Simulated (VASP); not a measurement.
```
PbF2
1.0
    0.00000     2.93347     2.93347
    2.93347     0.00000     2.93347
    2.93347     2.93347     0.00000
Pb F
1 2
Direct
  0.00000   0.00000   0.00000
  0.25000   0.25000   0.25000
  0.75000   0.75000   0.75000
```

Calculation: LDA (Ceperley-Alder, Perdew-Zunger), VASP's LDA PAW potentials (set 64) (plane waves; VASP). Settings: 400 eV cut-off, 7×7×7 Γ-centred mesh, Fermi-Dirac smearing of 0.010 eV, potentials Pb_d F.

Problem. Give the electronic dielectric tensor ε∞ (DFPT, local fields included).

Solution. 
```
3.42  0.00  0.00
0.00  3.42  0.00
0.00  0.00  3.42
```

Problem. Give the Born effective charges.

Solution. 
| atom | Z*xx | Z*yy | Z*zz | mean |
|---|---|---|---|---|
| Pb1 | 3.21 | 3.21 | 3.21 | 3.21 |
| F2 | -1.61 | -1.61 | -1.61 | -1.61 |
| F3 | -1.61 | -1.61 | -1.61 | -1.61 |

Problem. And the static tensor with the ions free?

Solution. 
```
28.6  0.00  0.00
0.00  28.6  0.00
0.00  0.00  28.6
```

Problem. Which frequencies do the optical Γ-point modes have (no LO-TO splitting)?

Solution. 109 (×3), 242 (×3) cm⁻¹.

The structure is a typed PbF2 crystal (Fm-3m). The cell was not relaxed at this level. The run is one of a series of settings (EDIFF = 1E-8, GGA removed, IBRION = 8, LEPSILON = .TRUE., NSW = 1, POTCAR Pb_d F (LDA.64 set) against the base run), some of them coarse on purpose.
